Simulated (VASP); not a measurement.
Set up this calculation in VASP 6.6.1, as the native input.

```yaml
Task: relaxation of cell and atoms
Functional: PBE
Potentials_or_basis: VASP PAW PBE potentials, release 64 (Cd, Sb, O)
Cutoff: 520 eV
k_mesh: 8 × 8 × 6
Occupations: gaussian, width 0.1 eV
Spin: no spin polarisation
Further_INCAR_settings: ALGO = Normal; EDIFF = 1e-07; IBRION = 2; POTIM = 0.3; EDIFFG = -0.005; NSW = 60; ISIF = 3
```

The structure of CdSb2O4 lies in POSCAR:

```
CdSb2O4                                 
1.0
    4.4051071440     -0.0010476780     -0.0928305934
    0.2716143510      4.3774945044     -0.0876438539
    0.2415892200      0.2274802236      6.1175139446
  Cd              Sb              O             
     1     2     4
Direct
     0.0000000000000000    0.0000000000000000    0.0000000000000000
     0.0000000000000000    0.5000000000000000    0.5000000000000000
     0.5000000000000000    0.0000000000000000    0.5000000000000000
     0.2493725571530625    0.7577398042731249    0.2727082138711253
     0.7619225138992546    0.2538685896190174    0.2725461772416151
     0.7506274428469371    0.2422601957268752    0.7272917861288746
     0.2380774861007457    0.7461314103809822    0.7274538227583845
```

The cell was built by a generator and needn't be a form met in nature.

These files were run (other wordings do the same):

INCAR

```
SYSTEM = CdSb2O4
PREC     = Accurate       ! precision mode
ENCUT    = 520            ! plane-wave cutoff, eV
EDIFF    = 1E-7           ! SCF threshold, eV
ISMEAR   = 0              ! smearing method
SIGMA    = 0.1            ! smearing width, eV
LREAL    = .False.        ! projectors in reciprocal space
LASPH    = .True.         ! aspherical terms in the spheres
NELM     = 120            ! most SCF steps
ALGO     = Normal         ! electronic algorithm
ISIF     = 3              ! what is computed and relaxed
LWAVE    = .False.        ! write WAVECAR
LCHARG   = .False.        ! write CHGCAR
GGA      = PE             ! functional
IBRION   = 2              ! ionic algorithm
NSW      = 60             ! ionic steps
EDIFFG   = -0.005         ! ionic threshold
POTIM    = 0.3            ! step
KPAR     = 8
```

KPOINTS

```
Automatic mesh
0
Gamma
  8 8 6
  0 0 0
```

Potentials or basis: VASP PAW PBE potentials, release 64 (Cd, Sb, O).

Launch:

```sh
$ cat potpaw_PBE.64/Cd/POTCAR potpaw_PBE.64/Sb/POTCAR potpaw_PBE.64/O/POTCAR > POTCAR
$ mpirun -np 8 vasp_std > vasp.out
```

It gave:

```
Relaxed volume                         : 16.90 Å³/atom
Relaxed cell                           : a = 4.399 Å, b = 4.397 Å, c = 6.127 Å, α = 89.87°, β = 89.87°, γ = 86.46°
Space group after relaxing (to 0.05 Å) : Cmmm (No. 65)
Energy gained by relaxing              : 0.1 meV/atom
Ionic steps                            : 22
Pressure after relaxing                : 0.0 GPa
Largest force after relaxing           : 0.005 eV/Å
Band gap on the k mesh                 : none (metal or under the smearing width)
```

Run time: 6.8 min on 8 MPI ranks on Intel(R) Xeon(R) 6975P-C (Granite Rapids), with other jobs on the host, peak memory 0.72 GiB a rank.
